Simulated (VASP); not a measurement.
# VSi15C16 (a cell with a defect) (Moissanite) in VASP: notebook, part 2 of 2

VASP 6.6.1.

## (3) Electric field gradients, PBE

This run's cell holds other atoms than the first one's.

Contents of INCAR:

```
SYSTEM = NbSi15C16
ALGO = Fast
EDIFF = 1E-8
ENCUT = 520
GGA = PE
ISIF = 2
ISMEAR = -1
LASPH = .TRUE.
LCHARG = .FALSE.
LEFG = .TRUE.
LREAL = Auto
LWAVE = .FALSE.
NBANDS = 90
NELECT = 136.0
NELM = 100
PREC = Accurate
SIGMA = 0.01
```

Contents of KPOINTS:

```
k-points
0
G
  4 4 2
  0 0 0
```

Contents of POSCAR:

```
NbSi15C16
1.0
    6.1520000000      0.0000000000      0.0000000000
   -3.0760000000      5.3277882840      0.0000000000
    0.0000000000      0.0000000000     10.0960000000
Nb Si C
1 15 16
Direct
    0.1666666666      0.3333333334      0.0000000000
    0.1666666666      0.3333333334      0.5000000000
    0.1666666666      0.8333333334      0.0000000000
    0.1666666666      0.8333333334      0.5000000000
    0.6666666666      0.3333333334      0.0000000000
    0.6666666666      0.3333333334      0.5000000000
    0.6666666666      0.8333333334      0.0000000000
    0.6666666666      0.8333333334      0.5000000000
    0.3333333334      0.1666666666      0.2500000000
    0.3333333334      0.1666666666      0.7500000000
    0.3333333334      0.6666666666      0.2500000000
    0.3333333334      0.6666666666      0.7500000000
    0.8333333334      0.1666666666      0.2500000000
    0.8333333334      0.1666666666      0.7500000000
    0.8333333334      0.6666666666      0.2500000000
    0.8333333334      0.6666666666      0.7500000000
    0.1666666666      0.3333333334      0.1925000000
    0.1666666666      0.3333333334      0.6925000000
    0.1666666666      0.8333333334      0.1925000000
    0.1666666666      0.8333333334      0.6925000000
    0.6666666666      0.3333333334      0.1925000000
    0.6666666666      0.3333333334      0.6925000000
    0.6666666666      0.8333333334      0.1925000000
    0.6666666666      0.8333333334      0.6925000000
    0.3333333334      0.1666666666      0.4425000000
    0.3333333334      0.1666666666      0.9425000000
    0.3333333334      0.6666666666      0.4425000000
    0.3333333334      0.6666666666      0.9425000000
    0.8333333334      0.1666666666      0.4425000000
    0.8333333334      0.1666666666      0.9425000000
    0.8333333334      0.6666666666      0.4425000000
    0.8333333334      0.6666666666      0.9425000000
```

Potentials or basis: VASP PAW PBE potentials, release 64 (Nb_sv, Si, C).

Launch:

```
$ cat potpaw_PBE.64/Nb_sv/POTCAR potpaw_PBE.64/Si/POTCAR potpaw_PBE.64/C/POTCAR > POTCAR
$ mpirun -np 1 vasp_std > vasp.out
```

OUTCAR:

```text
SYSTEM = NbSi15C16
   EDIFF = 1E-8
   ENCUT = 520
   GGA = PE
   ISIF = 2
   ISMEAR = -1
   LASPH = .TRUE.
   LREAL = Auto
   NELECT = 136.0
   NELM = 100
   PREC = Accurate

 ion  position               nearest neighbor table
   1  0.167  0.333  0.000-  28 1.87  30 1.87  26 1.87  17 1.94   3 3.08   7 3.08   3 3.08   7 3.08
                             5 3.08   5 3.08  12 3.09  11 3.09  14 3.09  13 3.09  10 3.09   9 3.09
   2  0.167  0.333  0.500-  27 1.87  29 1.87  25 1.87  18 1.94   4 3.08   8 3.08   4 3.08   8 3.08
                             6 3.08   6 3.08  12 3.09  11 3.09  14 3.09  13 3.09  10 3.09   9 3.09
   3  0.167  0.833  0.000-  26 1.87  32 1.87  28 1.87  19 1.94   1 3.08   5 3.08   1 3.08   5 3.08
                             7 3.08   7 3.08  10 3.09   9 3.09  16 3.09  15 3.09  12 3.09  11 3.09
   4  0.167  0.833  0.500-  25 1.87  31 1.87  27 1.87  20 1.94   2 3.08   6 3.08   2 3.08   6 3.08
                             8 3.08   8 3.08  10 3.09   9 3.09  16 3.09  15 3.09  12 3.09  11 3.09
   5  0.667  0.333  0.000-  32 1.87  26 1.87  30 1.87  21 1.94   3 3.08   7 3.08   7 3.08   3 3.08
                             1 3.08   1 3.08  16 3.09  15 3.09  10 3.09   9 3.09  14 3.09  13 3.09
   6  0.667  0.333  0.500-  31 1.87  25 1.87  29 1.87  22 1.94   4 3.08   8 3.08   8 3.08   4 3.08
                             2 3.08   2 3.08  16 3.09  15 3.09  10 3.09   9 3.09  14 3.09  13 3.09
   7  0.667  0.833  0.000-  30 1.87  28 1.87  32 1.87  23 1.94   1 3.08   5 3.08   5 3.08   1 3.08
                             3 3.08   3 3.08  14 3.09  13 3.09  12 3.09  11 3.09  16 3.09  15 3.09
   8  0.667  0.833  0.500-  29 1.87  27 1.87  31 1.87  24 1.94   2 3.08   6 3.08   6 3.08   2 3.08
                             4 3.08   4 3.08  14 3.09  13 3.09  12 3.09  11 3.09  16 3.09  15 3.09
[... 1004 lines left out ...]
   3      -8.296     1.140     7.156    -8.172    -3.172    -1.831
   4     -10.548   -10.259    20.807    -0.251    -0.094    -0.054
   5       5.859   -13.015     7.156     0.000     0.000     3.662
   6     -10.114   -10.693    20.807    -0.000     0.000     0.109
[... 24 lines left out ...]
  31      -2.546    -2.546     5.092    -0.000     0.000    -0.000
  32       0.393     0.393    -0.786    -0.000     0.000    -0.000
---------------------------------------------------------------------

 Electric field gradients after diagonalization (V/A^2)
 (convention: |V_zz| > |V_xx| > |V_yy|)
----------------------------------------------------------------------
 ion       V_xx      V_yy      V_zz     asymmetry (V_yy - V_xx)/ V_zz
----------------------------------------------------------------------
   1     -12.236   -12.235    24.471       0.000
   2     -11.047   -11.047    22.095       0.000
   3       7.801     5.859   -13.659       0.142
   4     -10.694   -10.114    20.808       0.028
   5       7.801     5.859   -13.659       0.142
   6     -10.694   -10.114    20.808       0.028
[... 24 lines left out ...]
  31      -2.546    -2.546     5.092       0.000
  32       0.393     0.393    -0.786       0.000
----------------------------------------------------------------------

           NMR quadrupolar parameters

 Cq : quadrupolar parameter    Cq=e*Q*V_zz/h
 eta: asymmetry parameters     (V_yy - V_xx)/ V_zz
 Q  : nuclear electric quadrupole moment in mb (millibarn)
----------------------------------------------------------------------
 ion       Cq(MHz)       eta       Q (mb)
----------------------------------------------------------------------
   1       0.059       0.000       1.000
   2       0.053       0.000       1.000
   3      -0.033       0.142       1.000
   4       0.050       0.028       1.000
   5      -0.033       0.142       1.000
   6       0.050       0.028       1.000
[... 24 lines left out ...]
  31       0.012       0.000       1.000
  32      -0.002       0.000       1.000
----------------------------------------------------------------------
```

OSZICAR:

```text
N       E                     dE             d eps       ncg     rms          rms(c)
DAV:   1     0.560615126680E+03    0.56062E+03   -0.63983E+04  1440   0.139E+03
DAV:   2    -0.220498417902E+03   -0.78111E+03   -0.74580E+03  1928   0.301E+02
DAV:   3    -0.278974018751E+03   -0.58476E+02   -0.57755E+02  1872   0.778E+01
[... 35 lines left out ...]
RMM:  39    -0.250906202957E+03    0.25410E-06   -0.19511E-06  2601   0.383E-03    0.154E-02
RMM:  40    -0.250906202848E+03    0.10917E-06   -0.12786E-06  2593   0.334E-03    0.108E-02
RMM:  41    -0.250906202807E+03    0.41393E-07   -0.88693E-07  2556   0.275E-03    0.591E-03
RMM:  42    -0.250906202889E+03   -0.82078E-07   -0.62444E-07  2115   0.223E-03    0.354E-03
RMM:  43    -0.250906202893E+03   -0.42874E-08   -0.53936E-08  1540   0.140E-03
   1 F= -.25090620E+03 E0= -.25090620E+03  d E =-.211948E-14
```

stdout:

```text
POSCAR found type information on POSCAR NbSiC
 POSCAR found :  3 types and      32 ions
 scaLAPACK will be used
 LDA part: xc-table for (Slater+PW92), standard interpolation
 POSCAR, INCAR and KPOINTS ok, starting setup
[... 55 lines left out ...]
 num prob WARNING in EDDRMM: call to ZHEGV failed, returncode =   8  4     26
WARNING in EDDRMM: call to ZHEGV failed, returncode =   8  4     66
WARNING in EDDRMM: call to ZHEGV failed, returncode =   8  4     34
 num prob  num prob  num prob  num prob  num prob  num prob  num prob RMM:  40    -0.250906202848E+03    0.10917E-06   -0.12786E-06  2593   0.334E-03    0.108E-02
 num prob  num prob  num prob  num prob  num prob  num prob  num prob  num prob  num prob WARNING in EDDRMM: call to ZHEGV failed, returncode =   8  4     30
 num prob  num prob WARNING in EDDRMM: call to ZHEGV failed, returncode =   6  3     43
 num prob WARNING
```

It took 22 min on 1 thread of Intel Xeon Platinum 8488C (Sapphire Rapids), shared host; peak memory 0.52 GiB.

What came out:

```
Free energy            : -250.9062 eV
Largest force          : 5.138 eV/Å
Band gap on the k mesh : 1.79 eV, indirect (least direct gap 1.85 eV)
```

Forces on the atoms (eV/Å):
```
Nb   0.000  0.000  1.438
Si   0.000  0.000  0.512
Si  -0.292 -0.168  1.123
Si  -0.029 -0.017  0.556
Si   0.000  0.337  1.123
Si   0.000  0.033  0.556
Si   0.292 -0.168  1.123
Si   0.029 -0.017  0.556
Si   0.505 -0.292  1.192
Si   0.168 -0.097 -0.072
Si   0.000  0.584  1.192
Si   0.000  0.194 -0.072
Si  -0.505 -0.292  1.192
Si  -0.168 -0.097 -0.072
Si   0.000  0.000  0.989
Si   0.000  0.000  0.480
C    0.000  0.000  2.240
C    0.000  0.000 -0.210
C    0.050  0.029 -0.997
C    0.033  0.019 -0.310
C    0.000 -0.058 -0.997
C    0.000 -0.038 -0.310
C   -0.050  0.029 -0.997
C   -0.033  0.019 -0.310
C   -0.062  0.036 -0.742
C    4.080 -2.355 -2.051
C    0.000 -0.072 -0.742
C    0.000  4.711 -2.051
C    0.062  0.036 -0.742
C   -4.080 -2.355 -2.051
C    0.000  0.000 -0.684
C    0.000  0.000 -0.862
```

Electric field gradients, principal values (V/Å²):
```
 atom      Vxx      Vyy      Vzz
 1 Nb  -12.235  -12.236   24.471
 2 Si  -11.047  -11.047   22.095
 3 Si    5.859    7.801  -13.659
 4 Si  -10.114  -10.694   20.808
 5 Si    5.859    7.801  -13.659
 6 Si  -10.114  -10.694   20.808
 7 Si    5.858    7.801  -13.659
 8 Si  -10.114  -10.693   20.808
 9 Si   -0.338  -12.673   13.010
10 Si  -16.777  -17.995   34.773
11 Si   -0.338  -12.673   13.010
12 Si  -16.778  -17.995   34.773
13 Si   -0.338  -12.673   13.010
14 Si  -16.778  -17.995   34.773
15 Si   -7.196   -7.197   14.393
16 Si  -10.390  -10.390   20.780
 17 C    8.193    8.193  -16.386
 18 C   -1.499   -1.499    2.998
 19 C   -1.263   -3.771    5.034
 20 C   -0.802   -2.884    3.686
 21 C   -1.263   -3.771    5.034
 22 C   -0.802   -2.884    3.686
 23 C   -1.263   -3.771    5.034
 24 C   -0.802   -2.884    3.686
 25 C   -2.453   -3.092    5.546
 26 C    6.717    8.261  -14.978
 27 C   -2.454   -3.092    5.546
 28 C    6.717    8.261  -14.978
 29 C   -2.454   -3.092    5.546
 30 C    6.717    8.261  -14.978
 31 C   -2.546   -2.546    5.092
 32 C    0.393    0.393   -0.786
```

Caveat: the cell carries a net charge on a neutralising background, which shifts energy and pressure; the cell is charged against a uniform background, so pressure and absolute levels hang on convention.
